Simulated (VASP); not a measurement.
A run of VASP 6.6.1:

INCAR

```
PREC = Accurate
ENCUT = 600
EDIFF = 1E-6
ISMEAR = 1
SIGMA = 0.1
LREAL = False
LASPH = True
NELM = 80
ALGO = Normal
ISIF = 3
LWAVE = False
LCHARG = False
GGA = PS
IBRION = 2
NSW = 90
EDIFFG = -0.01
KPAR = 4
```

KPOINTS

```
Automatic mesh
0
Gamma
  16 16 16
```

POSCAR

```
Ir
1.0
    0.0000000000      1.9156000000      1.9156000000
    1.9156000000      0.0000000000      1.9156000000
    1.9156000000      1.9156000000      0.0000000000
Ir
1
Direct
    0.0000000000      0.0000000000      0.0000000000
```

Potentials or basis: VASP PAW PBE potentials, release 64 (Ir).

The run is started by

```console
$ cat potpaw_PBE.64/Ir/POTCAR > POTCAR
$ mpirun -np 4 vasp_std > vasp.out
```

Hardware: 4 MPI ranks on Intel(R) Xeon(R) Platinum 8488C (Sapphire Rapids) (shared host).

Q: How long does it take, and how much memory?

A: Wall time 8.3 s on 4 MPI ranks on Intel(R) Xeon(R) Platinum 8488C (Sapphire Rapids), with other jobs on the host, peak memory 0.15 GiB a rank. Counts: scf iterations 23, k points 145, ion steps 3.
